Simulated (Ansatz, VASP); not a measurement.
**LaCu2 in two plane-wave programs**

Wanted: the spread between two codes on one cell, functional and k mesh.

Method: plane waves, with VASP 6.6.1 beside it; relaxation of cell and atoms at LDA, in Ansatz 0.2.0.

## (1) Starting point

It takes space group P6/mmm (No. 191, hexagonal). The conventional cell has a = 4.219 Å, b = 4.219 Å, c = 3.718 Å, α = 90.00°, β = 90.00°, γ = 120.00°. Nearest to La lie 12 Cu at 3.06 Å. Nearest to Cu lie 3 Cu at 2.44 Å and 6 La at 3.06 Å. Farther neighbours are not listed.

Coordinates:

```cif
data_structure
_symmetry_space_group_name_H-M 'P6/mmm'
_symmetry_Int_Tables_number 191
_cell_length_a 4.2193
_cell_length_b 4.2193
_cell_length_c 3.7179
_cell_angle_alpha 90.000
_cell_angle_beta 90.000
_cell_angle_gamma 120.000
_cell_volume 57.32
loop_
_atom_site_label
_atom_site_type_symbol
_atom_site_symmetry_multiplicity
_atom_site_Wyckoff_symbol
_atom_site_fract_x
_atom_site_fract_y
_atom_site_fract_z
_atom_site_occupancy
La1 La 1 a 0.00000 0.00000 0.00000 1
Cu1 Cu 2 d 0.66667 0.33333 0.50000 1
```

## (2) VASP: relaxation of cell and atoms, LDA

The relaxed volume is the usual yardstick between codes: its relative difference is about their pressure difference at one cell divided by the bulk modulus.

Lines of VASP's logs that name or quote its potential files are left out, and so is its time.

Input file INCAR:

```
SYSTEM = LaCu2
PREC = Accurate
ENCUT = 390
EDIFF = 1E-06
NELM = 120
ISMEAR = 1
SIGMA = 0.15
LREAL = .FALSE.
ALGO = Normal
GGA = CA
NBANDS = 22
LORBIT = 11
LWAVE = .FALSE.
LCHARG = .FALSE.
KPAR = 4
IBRION = 2
NSW = 30
ISIF = 3
EDIFFG = -0.02
POTIM = 0.4
```

Input file POSCAR:

```
LaCu2
1.0
    4.2192765632      0.0000000000      0.0000000000
   -2.1096382816      3.6540006893      0.0000000000
    0.0000000000      0.0000000000      3.7178940798
La Cu
1 2
Direct
    0.0000000000      0.0000000000      0.0000000000
    0.6666666667      0.3333333333      0.5000000000
    0.3333333333      0.6666666667      0.5000000000
```

Input file KPOINTS:

```
Automatic mesh
0
Gamma
7 7 7
0 0 0
```

PAW data sets: La and Cu (LDA family, release 64).

The run is started by

```sh
mpirun -np 4 vasp_std
```

Numbers of over 12 decimals in the logs are rounded to 6 here.

The program printed:

```text
[banner, memory and clock lines left out]
running    4 mpi-ranks, on    1 nodes
 distrk:  each k-point on    1 cores,    4 groups
 distr:  one band on    1 cores,    1 groups

 POSCAR found type information on POSCAR LaCu
 POSCAR found :  2 types and       3 ions
 LDA part: xc-table for (Slater(with rela. corr.)+CA(PZ))
 , standard interpolation
 POSCAR, INCAR and KPOINTS ok, starting setup
 FFT: planning ... GRIDC
 FFT: planning ... GRID_SOFT
 FFT: planning ... GRID
 WAVECAR not read
 entering main loop
       N       E                     dE             d eps       ncg     rms          rms(c)
DAV:   1     0.232226442411E+03    0.23223E+03   -0.10450E+04  1448   0.197E+03
DAV:   2     0.118428197092E+02   -0.22038E+03   -0.20388E+03  1680   0.331E+02
DAV:   3    -0.162040298420E+02   -0.28047E+02   -0.26214E+02  2156   0.150E+02
DAV:   4    -0.192982968454E+02   -0.30943E+01   -0.28248E+01  2738   0.413E+01
DAV:   5    -0.195226804542E+02   -0.22438E+00   -0.21008E+00  2366   0.106E+01    0.218E+01
DAV:   6    -0.248958068490E+02   -0.53731E+01   -0.19969E+02  1944   0.303E+02    0.189E+01
DAV:   7    -0.164257027184E+02    0.84701E+01   -0.55389E+01  1824   0.120E+02    0.596E+00
DAV:   8    -0.161653454154E+02    0.26036E+00   -0.43112E+00  2244   0.219E+01    0.461E+00
DAV:   9    -0.154121574905E+02    0.75319E+00   -0.26166E+00  2268   0.266E+01    0.681E-01
DAV:  10    -0.155278208137E+02   -0.11566E+00   -0.12741E+00  2754   0.120E+01    0.194E+00
DAV:  11    -0.154568262086E+02    0.70995E-01   -0.23778E-01  2582   0.763E+00    0.789E-01
DAV:  12    -0.154650206949E+02   -0.81945E-02   -0.13554E-02  2422   0.164E+00    0.875E-01
DAV:  13    -0.154483530671E+02    0.16668E-01   -0.64535E-02  2514   0.446E+00    0.792E-02
DAV:  14    -0.154490925546E+02   -0.73949E-03   -0.11185E-02  2556   0.959E-01    0.102E-01
DAV:  15    -0.154489307777E+02    0.16178E-03   -0.97984E-04  2556   0.424E-01    0.231E-02
DAV:  16    -0.154489227243E+02    0.80534E-05   -0.16433E-04  2540   0.111E-01    0.217E-02
DAV:  17    -0.154489225625E+02    0.16175E-06   -0.11156E-05  2354   0.356E-02    0.387E-03
DAV:  18    -0.154489229769E+02   -0.41437E-06   -0.13286E-06  1270   0.230E-02
   1 F= -.15448923E+02 E0= -.15447927E+02  d E =-.154489E+02
[...]
2 F= -.15449451E+02 E0= -.15448548E+02  d E =-.527589E-03
[...]
3 F= -.15449874E+02 E0= -.15449066E+02  d E =-.951014E-03
[...]
4 F= -.15450195E+02 E0= -.15449540E+02  d E =-.127211E-02
[...]
5 F= -.15450263E+02 E0= -.15449609E+02  d E =-.675443E-04
 trial-energy change:   -0.000068  1 .order   -0.000000   -0.000671    0.000670
 step:   0.8718(harm=  0.7600)  dis= 0.00000  next Energy=   -15.450400 (dE=-0.205E-03)
 bond charge predicted
       N       E                     dE             d eps       ncg     rms          rms(c)
DAV:   1    -0.154528648720E+02   -0.26023E-02   -0.60628E-02  1980   0.476E+00    0.413E-01
DAV:   2    -0.154522496534E+02    0.61522E-03   -0.33712E-02  1838   0.398E+00    0.266E-01
DAV:   3    -0.154505439957E+02    0.17057E-02   -0.90368E-03  1864   0.227E+00    0.957E-02
DAV:   4    -0.154504854973E+02    0.58498E-04   -0.22392E-03  2334   0.486E-01    0.532E-02
DAV:   5    -0.154504685747E+02    0.16923E-04   -0.12236E-04  2236   0.123E-01    0.481E-02
DAV:   6    -0.154504697428E+02   -0.11681E-05   -0.77110E-06  2166   0.240E-02    0.488E-02
DAV:   7    -0.154504441848E+02    0.25558E-04   -0.11541E-05  2352   0.525E-02    0.395E-02
DAV:   8    -0.154503924204E+02    0.51764E-04   -0.44545E-04  2498   0.260E-01    0.350E-02
DAV:   9    -0.154503910252E+02    0.13952E-05   -0.35911E-05  2174   0.587E-02    0.218E-02
DAV:  10    -0.154503889206E+02    0.21046E-05   -0.52425E-06  1898   0.238E-02    0.106E-02
DAV:  11    -0.154503882529E+02    0.66769E-06   -0.14321E-06  1342   0.169E-02
   6 F= -.15450388E+02 E0= -.15449737E+02  d E =-.193164E-03
 curvature:  -0.63 expect dE=-0.114E-04 dE for cont linesearch -0.764E-08
 trial: gam=-0.08668 g(F)=  0.349E-46 g(S)=  0.180E-04 ort =-0.301E-05 (trialstep = 0.139E+01)
 search vector abs. value=  0.241E-04
 reached required accuracy - stopping structural energy minimisation
```

Parts of OUTCAR (step 2):

```text
ion  position               nearest neighbor table
   1  0.000  0.000  0.000-   2 3.06   3 3.06   2 3.06   3 3.06   3 3.06   3 3.06   2 3.06   2 3.06
                             2 3.06   2 3.06   3 3.06   3 3.06
   2  0.667  0.333  0.500-   3 2.44   3 2.44   3 2.44   1 3.06   1 3.06   1 3.06   1 3.06   1 3.06
                             1 3.06
   3  0.333  0.667  0.500-   2 2.44   2 2.44   2 2.44   1 3.06   1 3.06   1 3.06   1 3.06   1 3.06
                             1 3.06

  LATTYP: Found a hexagonal cell.
 ALAT       =     4.2192765632
 C/A-ratio  =     0.8811686136

 Subroutine GETGRP returns: Found 24 space group operations
 (whereof 24 operations were pure point group operations)

The static configuration has the point symmetry D_6h.

 Found     32 irreducible k-points:

   k-points           NKPTS =     32   k-points in BZ     NKDIM =     32   number of bands    NBANDS=     22

   dimension x,y,z NGX =    28 NGY =   28 NGZ =   24
   dimension x,y,z NGXF=    56 NGYF=   56 NGZF=   48

   ENCUT  =  390.0 eV  28.66 Ry    5.35 a.u.   6.79  6.79  5.99*2*pi/ulx,y,z

   NELECT =      33.0000    total number of electrons

 k-points in reciprocal lattice and weights: Automatic mesh
   0.00000000  0.00000000  0.00000000       0.003
   0.14285714  0.00000000  0.00000000       0.017
   0.28571429 -0.00000000  0.00000000       0.017
   0.42857143  0.00000000  0.00000000       0.017
   0.14285714  0.14285714  0.00000000       0.017
   0.28571429  0.14285714  0.00000000       0.035
   0.42857143  0.14285714  0.00000000       0.017
   0.28571429  0.28571429  0.00000000       0.017
   0.00000000  0.00000000  0.14285714       0.006
[...]
0.42857143  0.14285714  0.42857143       0.035
   0.28571429  0.28571429  0.42857143       0.035

 average (electrostatic) potential at core
       1 -95.6984       2 -64.1881       3 -64.1881

 E-fermi :   8.1430

 k-point     1 :       0.0000    0.0000    0.0000
  band No.  band energies     occupation
    ...
     11       4.8354      2.00000
     12       4.8354      2.00000
     13       5.1048      2.00000
     14       5.2458      2.00000
     15       5.2458      2.00000
     16       8.3620     -0.05881
     17       8.3620     -0.05881
     18       8.6494     -0.00002
     19       9.8240     -0.00000
     20       9.9311     -0.00000
    ...

 k-point     2 :       0.1429    0.0000    0.0000
  band No.  band energies     occupation
    ...
     12       5.0196      2.00000
     13       5.0743      2.00000
     14       5.2928      2.00000
     15       5.3008      2.00000
     16       7.9033      2.04630
     17       8.5637     -0.00053
     18       8.7336     -0.00000
     19       9.8516     -0.00000
     20      10.0584     -0.00000
     21      10.2056     -0.00000
    ...

 k-point     3 :       0.2857   -0.0000    0.0000
  band No.  band energies     occupation
    ...
     12       5.0255      2.00000
     13       5.2839      2.00000
     14       5.3794      2.00000
     15       5.3998      2.00000
     16       7.1811      2.00000
     17       8.8532     -0.00000
     18       9.0272     -0.00000
     19       9.6707     -0.00000
     20      10.0607     -0.00000
     21      10.1730     -0.00000
    ...

  Total       -0.0082735     -0.0082735     -0.0354874      0.0000000      0.0000000      0.0000000
  in kB       -0.2304982     -0.2304982     -0.9886699      0.0000000      0.0000000      0.0000000
  external PRESSURE =      -0.4832221 kB  Pullay stress =       0.0000000 kB

  energy-cutoff  :      390.00
  volume of cell :       57.51
      direct lattice vectors                 reciprocal lattice vectors
     4.199062069  0.000000000  0.000000000     0.238148421  0.137495055 -0.000000000
    -2.099531034  3.636494424  0.000000000     0.000000000  0.274990110  0.000000000
     0.000000000  0.000000000  3.766158233    -0.000000000 -0.000000000  0.265522567

 POSITION                                       TOTAL-FORCE (eV/Angst)
 -----------------------------------------------------------------------------------
      0.00000      0.00000      0.00000         0.000000      0.000000      0.000000
      2.09953      1.21216      1.88308        -0.000000      0.000000     -0.000000
     -0.00000      2.42433      1.88308         0.000000     -0.000000      0.000000
 -----------------------------------------------------------------------------------
    total drift:                               -0.000000      0.000000     -0.000000

  FREE ENERGIE OF THE ION-ELECTRON SYSTEM (eV)
  ---------------------------------------------------
  free  energy   TOTEN  =       -15.4503882529 eV

  energy  without entropy=      -15.4484340760  energy(sigma->0) =      -15.44973686

 reached required accuracy - stopping structural energy minimisation

 total charge
# of ion       s       p       d       f       tot
--------------------------------------------------
    1        2.069   5.603   0.785   0.148   8.604
    2        0.584   0.324   9.145   0.000  10.053
    3        0.584   0.324   9.145   0.000  10.053
--------------------------------------------------
tot          3.236   6.251  19.075   0.148  28.710

[... 3 further parts left out ...]
```

CONTCAR:

```
LaCu2
   1.00000000000000
     4.1990620688333307    0.0000000000000000    0.0000000000000000
    -2.0995310344166653    3.6364944236541441    0.0000000000000000
     0.0000000000000000    0.0000000000000000    3.7661582333919226
  La              Cu
     1     2
Direct
     0.0000000000000000    0.0000000000000000    0.0000000000000000
     0.6666666667000030    0.3333333332999970    0.5000000000000000
     0.3333333332999970    0.6666666667000030    0.5000000000000000
```

The run keeps the 24 symmetry operations of its start, so it cannot find a distortion of lower symmetry.

[end of part 1 of 2]

[Lines on the potential files, build, host, timing and source positions are cut from VASP's logs without a mark.]

[Logs are printed without paths, hosts, clocks, repeated set-up lines and the standing remarks that a program may print on its own settings, such as how far it seeks lower states.]

[Hosts, paths, dates, database ids (printed as entryN), source tags and the programs' standing remarks are cut or masked in the printed files.]
